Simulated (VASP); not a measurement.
# CaHBr (P4/nmm) in VASP: notebook

Runs on CaHBr. Level: LDA. Tasks: single point, relaxation of cell and atoms.

Everything below comes from runs of VASP 6.6.1. Logs are shortened: lines on timing, memory, paths and dates and some standing lists are left out, and cuts for length are marked.

## 1. The crystal as given

It takes space group P4/nmm (No. 129, tetragonal). Conventional cell: a = 3.778 Å, b = 3.778 Å, c = 7.428 Å, α = 90.00°, β = 90.00°, γ = 90.00°. Around Ca (site symmetry 4mm) lie 4 H at 2.27 Å. Around H (site symmetry -4m2) lie 4 Ca at 2.27 Å. Br (site symmetry 4mm) is surrounded by 4 Ca at 2.94 Å and 4 H at 3.13 Å.

## 2. Single point, LDA

INCAR

```
  PREC = Accurate
  ENCUT = 520
  EDIFF = 1E-6
  ISMEAR = -1
  SIGMA = 0.05
  LREAL = False
  LASPH = True
  NELM = 100
  ALGO = Fast
  ISIF = 2
  LWAVE = False
  LCHARG = False
  GGA = CA
  NBANDS = 27
```

KPOINTS

```
Automatic mesh
0
Gamma
  7 7 3
```

POSCAR

```
CaHBr
1.0
    3.7781353504      0.0000000000      0.0000000000
    0.0000000000      3.7781353504      0.0000000000
    0.0000000000      0.0000000000      7.4279768104
Ca H Br
2 2 2
Direct
    0.0000000000      0.5000000000      0.1693412682
    0.5000000000      0.0000000000      0.8306587318
    0.0000000000      0.0000000000      0.0000000000
    0.5000000000      0.5000000000      0.0000000000
    0.0000000000      0.5000000000      0.6639440917
    0.5000000000      0.0000000000      0.3360559083
```

Potentials or basis: VASP PAW LDA potentials, release 64 (Ca_sv, H, Br).

The run is started by

```
> cat potpaw_LDA.64/Ca_sv/POTCAR potpaw_LDA.64/H/POTCAR potpaw_LDA.64/Br/POTCAR > POTCAR
> mpirun -np 1 vasp_std > vasp.out
```

OUTCAR:

```text
PREC = Accurate
   ENCUT = 520
   EDIFF = 1E-6
   ISMEAR = -1
   LREAL = False
   LASPH = True
   NELM = 100
   ISIF = 2
   GGA = CA

 ion  position               nearest neighbor table
   1  0.000  0.500  0.169-   6 2.94   6 2.94   6 2.94   6 2.94
   2  0.500  0.000  0.831-   5 2.94   5 2.94   5 2.94   5 2.94
   3  0.000  0.000  0.000-
   4  0.500  0.500  0.000-
   5  0.000  0.500  0.664-   2 2.94   2 2.94   2 2.94   2 2.94
   6  0.500  0.000  0.336-   1 2.94   1 2.94   1 2.94   1 2.94

  LATTYP: Found a simple tetragonal cell.
 ALAT       =     3.7781353504
 C/A-ratio  =     1.9660430666

  Lattice vectors:

 A1 = (   3.7781353504,   0.0000000000,   0.0000000000)
 A2 = (   0.0000000000,   3.7781353504,   0.0000000000)
 A3 = (   0.0000000000,   0.0000000000,   7.4279768104)

Analysis of symmetry for initial positions (statically):
=====================================================================
 Subroutine PRICEL returns:
 Original cell was already a primitive cell.

 Routine SETGRP: Setting up the symmetry group for a
 simple tetragonal supercell.

 Subroutine GETGRP returns: Found 16 space group operations
 (whereof  8 operations were pure point group operations)
 out of a pool of 16 trial point group operations.

The static configuration has the point symmetry D_2d.
 The point group associated with its full space group is D_4h.

Analysis of symmetry for dynamics (positions and initial velocities):
=====================================================================
 Subroutine PRICEL returns:
 Original cell was already a primitive cell.

 Routine SETGRP: Setting up the symmetry group for a
 simple tetragonal supercell.

 Subroutine GETGRP returns: Found 16 space group operations
 (whereof  8 operations were pure point group operations)
 out of a pool of 16 trial point group operations.

The dynamic configuration has the point symmetry D_2d.
 The point group associated with its full space group is D_4h.

 Subroutine INISYM returns: Found 16 space group operations
 (whereof  8 operations are pure point group operations),
 and found     1 'primitive' translations

----------------------------------------------------------------------------------------

                                     Primitive cell

  volume of cell :     106.0292

  direct lattice vectors                    reciprocal lattice vectors
     3.778135350  0.000000000  0.000000000     0.264680830  0.000000000  0.000000000
     0.000000000  3.778135350  0.000000000     0.000000000  0.264680830  0.000000000
     0.000000000  0.000000000  7.427976810     0.000000000  0.000000000  0.134626161

  length of vectors
     3.778135350  3.778135350  7.427976810     0.264680830  0.264680830  0.134626161

  position of ions in fractional coordinates (direct lattice)
     0.000000000  0.500000000  0.169341268
     0.500000000  0.000000000  0.830658732
     0.000000000  0.000000000  0.000000000
     0.500000000  0.500000000  0.000000000
     0.000000000  0.500000000  0.663944092
     0.500000000  0.000000000  0.336055908

  ion indices of the primitive-cell ions
   primitive index   ion index
                 1           1
                 2           2
                 3           3
                 4           4
                 5           5
                 6           6

----------------------------------------------------------------------------------------

 KPOINTS: Automatic mesh

Automatic generation of k-mesh.
 Grid dimensions read from file:
 generate k-points for:    7    7    3

 Generating k-lattice:

  Cartesian coordinates                     Fractional coordinates (reciprocal lattice)
     0.037811547  0.000000000  0.000000000     0.142857143  0.000000000  0.000000000
     0.000000000  0.037811547  0.000000000     0.000000000  0.142857143  0.000000000
     0.000000000  0.000000000  0.044875387     0.000000000  0.000000000  0.333333333

  Length of vectors
     0.037811547  0.037811547  0.044875387

  Shift w.r.t. Gamma in fractional coordinates (k-lattice)
     0.000000000  0.000000000  0.000000000

 Subroutine IBZKPT returns following result:
 ===========================================

 Found     20 irreducible k-points:

 Following reciprocal coordinates:
            Coordinates               Weight
  0.000000  0.000000  0.000000      1.000000
  0.142857  0.000000  0.000000      4.000000
  0.285714  0.000000  0.000000      4.000000
  0.428571  0.000000  0.000000      4.000000
  0.142857  0.142857  0.000000      4.000000
  0.285714  0.142857  0.000000      8.000000
[... 12 lines left out ...]
  0.428571  0.285714  0.333333     16.000000
  0.428571  0.428571  0.333333      8.000000
   k-points           NKPTS =     20   k-points in BZ     NKDIM =     20   number of bands    NBANDS=     27
   number of dos      NEDOS =    301   number of ions     NIONS =      6
   total plane-waves  NPLWV =  43904
   dimension x,y,z NGX =    28 NGY =   28 NGZ =   56
   dimension x,y,z NGXF=    56 NGYF=   56 NGZF=  112
   ions per type =               2   2   2
   NGX,Y,Z   is equivalent  to a cutoff of  12.32, 12.32, 12.53 a.u.
   NGXF,Y,Z  is equivalent  to a cutoff of  24.64, 24.64, 25.07 a.u.
 SYSTEM =  unknown system
   PREC   = accura    normal or accurate (medium, high low for compatibility)
   ISTART =      0    job   : 0-new  1-cont  2-samecut
   ICHARG =      2    charge: 1-file 2-atom 10-const
   ISPIN  =      1    spin polarized calculation?
   LNONCOLLINEAR =      F non collinear calculations
   LSORBIT =      F    spin-orbit coupling
   LASPH  =      T    aspherical Exc in radial PAW
   ENCUT  =  520.0 eV  38.22 Ry    6.18 a.u.   7.02  7.02 13.81*2*pi/ulx,y,z
   NELM   =    100;   NELMIN=  2; NELMDL= -5     # of ELM steps
   EDIFF  = 0.1E-05   stopping-criterion for ELM
   LREAL  =      F    real-space projection
   EDIFFG = 0.1E-04   stopping-criterion for IOM
   NSW    =      0    number of steps for IOM
   IBRION =     -1    ionic relax: 0-MD 1-quasi-New 2-CG
   NFREE  =      0    steps in history (QN), initial steepest desc. (CG)
   ISIF   =      2    stress and relaxation
   ISYM   =      2    0-nonsym 1-usesym 2-fastsym
   POTIM  = 0.5000    time-step for ionic-motion
   TEBEG  =    0.0;   TEEND  =   0.0 temperature during run
   PSTRESS=    0.0 pullay stress
   NELECT =      36.0000    total number of electrons
   NUPDOWN=      -1.0000    fix difference up-down
   EMIN   =  10.00;   EMAX   =-10.00  energy-range for DOS
   EFERMI =   0.00;   METHOD = LEGACY
   ISMEAR =    -1;   SIGMA  =   0.05  broadening in eV -4-tet -1-fermi 0-gaus
   EFERMI_NEDOS =   21; number of points for ismear=-14 and -15
   IALGO  =     68    algorithm
   IMIX   =      4    mixing-type and parameters
     AMIX     =   0.40;   BMIX     =  1.00
     AMIX_MAG =   1.60;   BMIX_MAG =  1.00
  volume/ion in A,a.u.               =      17.67       119.25
  Fermi-wavevector in a.u.,A,eV,Ry     =   1.142090  2.158238 17.747037  1.304370
  Thomas-Fermi vector in A             =   2.278789
   LORBIT       =      0    0 simple, 1 ext, 2 COOP (PROOUT), +10 PAW based schemes
   GGA     = CA    functional components
   LHFCALC =     F    Hartree Fock is set to
   AEXX    =    0.0000 exact exchange contribution
   IVDW    =     0    specifies the selected vdW correction
   LEPSILON=     F    determine dielectric tensor
   LRPA    =     F    only Hartree local field effects (RPA)
 non-spin polarized calculation
 RMM-DIIS sequential band-by-band and
  energy-cutoff  :      520.00
  volume of cell :      106.03
 maximum number of plane-waves:      2876
   NGX = 15   NGY = 15   NGZ = 27

 number of electron      35.9999991 magnetization

 Free energy of the ion-electron system (eV)
  ---------------------------------------------------
  ext. energy  EPLUGINS =         0.00000000
  ---------------------------------------------------
  free energy    TOTEN  =       -24.18604091 eV

  energy without entropy =      -24.18604091  energy(sigma->0) =      -24.18604091

 E-fermi :   2.8941     XC(G=0):  -9.8066

 val. band max:        1.7156456204   @ k =   0.1429   0.0000   0.3333
 cond. band min:       5.3594656791   @ k =   0.0000   0.0000   0.3333
 fundamental gap:      3.6438200588
 Fermi energy:         2.8941387629

 k-point     1 :       0.0000    0.0000    0.0000
  band No.  band energies     occupation
      1     -36.5323      2.00000
      2     -36.5061      2.00000
      3     -17.9956      2.00000
      4     -17.8421      2.00000
      5     -17.8333      2.00000
      6     -17.8333      2.00000
[... 19 lines left out ...]
     26       8.3290      0.00000
     27       8.3862      0.00000

 k-point     2 :       0.1429    0.0000    0.0000
  band No.  band energies     occupation
      1     -36.5291      2.00000
      2     -36.5055      2.00000
      3     -17.9847      2.00000
      4     -17.8948      2.00000
      5     -17.8272      2.00000
      6     -17.8141      2.00000
[... 19 lines left out ...]
     26       8.6142      0.00000
     27       8.7097      0.00000

 k-point     3 :       0.2857    0.0000    0.0000
  band No.  band energies     occupation
      1     -36.5212      2.00000
      2     -36.5049      2.00000
      3     -17.9745      2.00000
      4     -17.9712      2.00000
      5     -17.8738      2.00000
      6     -17.8149      2.00000
[... 19 lines left out ...]
     26       8.1282      0.00000
     27       8.9909      0.00000

 k-point     4 :       0.4286    0.0000    0.0000
  band No.  band energies     occupation
      1     -36.5126      2.00000
      2     -36.5068      2.00000
      3     -18.0222      2.00000
      4     -18.0134      2.00000
      5     -17.8660      2.00000
      6     -17.8343      2.00000
[... 19 lines left out ...]
     26       8.5684      0.00000
     27       9.0157      0.00000

 k-point     5 :       0.1429    0.1429    0.0000
  band No.  band energies     occupation
      1     -36.5261      2.00000
      2     -36.5048      2.00000
      3     -17.9752      2.00000
      4     -17.8973      2.00000
      5     -17.8636      2.00000
      6     -17.8233      2.00000
[... 19 lines left out ...]
     26       8.3753      0.00000
     27       8.9899      0.00000

 k-point     6 :       0.2857    0.1429    0.0000
  band No.  band energies     occupation
      1     -36.5186      2.00000
      2     -36.5039      2.00000
      3     -17.9680      2.00000
      4     -17.9578      2.00000
      5     -17.8729      2.00000
      6     -17.8575      2.00000
[... 324 lines left out ...]
      1     -36.5105      2.00000
      2     -36.5053      2.00000
      3     -18.0117      2.00000
      4     -18.0064      2.00000
      5     -17.8612      2.00000
      6     -17.8448      2.00000
[... 19 lines left out ...]
     26       8.4375      0.00000
     27       8.6807      0.00000

 k-point    18 :       0.2857    0.2857    0.3333
  band No.  band energies     occupation
      1     -36.5122      2.00000
      2     -36.5021      2.00000
      3     -17.9670      2.00000
      4     -17.9310      2.00000
      5     -17.9251      2.00000
      6     -17.8711      2.00000
[... 19 lines left out ...]
     26       8.7876      0.00000
     27       9.0891      0.00000

 k-point    19 :       0.4286    0.2857    0.3333
  band No.  band energies     occupation
      1     -36.5057      2.00000
      2     -36.5021      2.00000
      3     -17.9892      2.00000
      4     -17.9833      2.00000
      5     -17.8887      2.00000
      6     -17.8671      2.00000
[... 19 lines left out ...]
     26       8.8183      0.00000
     27       9.1894      0.00000

 k-point    20 :       0.4286    0.4286    0.3333
  band No.  band energies     occupation
      1     -36.5013      2.00000
      2     -36.5000      2.00000
      3     -17.9903      2.00000
      4     -17.9849      2.00000
      5     -17.8942      2.00000
      6     -17.8711      2.00000
[... 19 lines left out ...]
     26       9.1758      0.00000
     27       9.2976      0.00000

------------------------ aborting loop because EDIFF is reached ----------------------------------------

  FORCE on cell =-STRESS in cart. coord.  units (eV):
  Direction    XX          YY          ZZ          XY          YZ          ZX
  --------------------------------------------------------------------------------------
  -------------------------------------------------------------------------------------
  Total        0.1440901      0.1440901      0.0663389      0.0000000      0.0000000     -0.0000000
  in kB        2.1773047      2.1773047      1.0024276      0.0000000      0.0000000     -0.0000000
  external PRESSURE =       1.7856790 kB  Pullay stress =       0.0000000 kB

 VOLUME and BASIS-vectors are now :
 -----------------------------------------------------------------------------
  energy-cutoff  :      520.00
  volume of cell :      106.03
      direct lattice vectors                 reciprocal lattice vectors
     3.778135350  0.000000000  0.000000000     0.264680830  0.000000000  0.000000000
     0.000000000  3.778135350  0.000000000     0.000000000  0.264680830  0.000000000
     0.000000000  0.000000000  7.427976810     0.000000000  0.000000000  0.134626161

 POSITION                                       TOTAL-FORCE (eV/Angst)
 -----------------------------------------------------------------------------------
      0.00000      1.88907      1.25786         0.000000      0.000000      0.005802
      1.88907      0.00000      6.17011        -0.000000     -0.000000     -0.005802
      0.00000      0.00000      0.00000         0.000000     -0.000000     -0.000000
      1.88907      1.88907      0.00000         0.000000     -0.000000     -0.000000
      0.00000      1.88907      4.93176         0.000000     -0.000000     -0.012600
      1.88907      0.00000      2.49622        -0.000000     -0.000000      0.012600
 -----------------------------------------------------------------------------------
    total drift:                                0.000000      0.000000     -0.000000

  FREE ENERGIE OF THE ION-ELECTRON SYSTEM (eV)
  ---------------------------------------------------
  free  energy   TOTEN  =       -24.1860409083 eV

  energy  without entropy=      -24.1860409083  energy(sigma->0) =      -24.18604091
```

It took 48 s on 1 thread of Intel Xeon Platinum 8488C (Sapphire Rapids), shared host; peak memory 0.19 GiB.

What came out:

```yaml
Free_energy: -24.1860 eV
Pressure: 0.2 GPa
Largest_force: 0.013 eV/Å
Band_gap_on_the_k_mesh: 3.64 eV, indirect (least direct gap 3.71 eV)
```

Forces in eV/Å, atoms in the order of the input:
```
Ca   0.000  0.000  0.006
Ca   0.000  0.000 -0.006
H    0.000  0.000  0.000
H    0.000  0.000  0.000
Br   0.000  0.000 -0.013
Br   0.000  0.000  0.013
```

Caveat: an odd mesh through Γ misses points on the zone boundary, where band edges often lie.

(Part 1 of 2 ends here.)
